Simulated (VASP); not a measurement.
Data:

```xyz
2
Lattice="0.0000 3.2678 3.2678 3.2678 0.0000 3.2678 3.2678 3.2678 0.0000" Properties=species:S:1:pos:R:3 pbc="T T T"
Nb     0.0000     0.0000     0.0000
As     1.6339     1.6339     1.6339
```

All values below come from PBEsol GGA, VASP's PBE PAW potentials (set 64) (plane waves; VASP). Settings: 400 eV cut-off, 9×9×9 Γ-centred mesh, first-order Methfessel-Paxton smearing of 0.10 eV, potentials Nb_sv As.

Energy and stress use the plane-wave basis of the starting cell.

Question: The ions, cell shape and volume are relaxed. What does this cell relax into?

Answer: 
```xyz
2
Lattice="0.0000 2.8736 2.8736 2.8736 0.0000 2.8736 2.8736 2.8736 0.0000" Properties=species:S:1:pos:R:3 pbc="T T T"
Nb     0.0000     0.0000     0.0000
As     1.4368     1.4368     1.4368
```
Space group F-43m (216), at a tolerance of 0.03 Å.

Question: How do energy and volume change from the first to the last step?

Answer: The energy (σ→0) changes by -844.7 meV/atom and the volume by -32.0 %, in 7 ionic steps.

The structure was generated: NbAs was put into the zinc blende type (F-43m), which need not be its known phase. This run relaxes it. Symmetry was kept, so distortions that lower it aren't found.
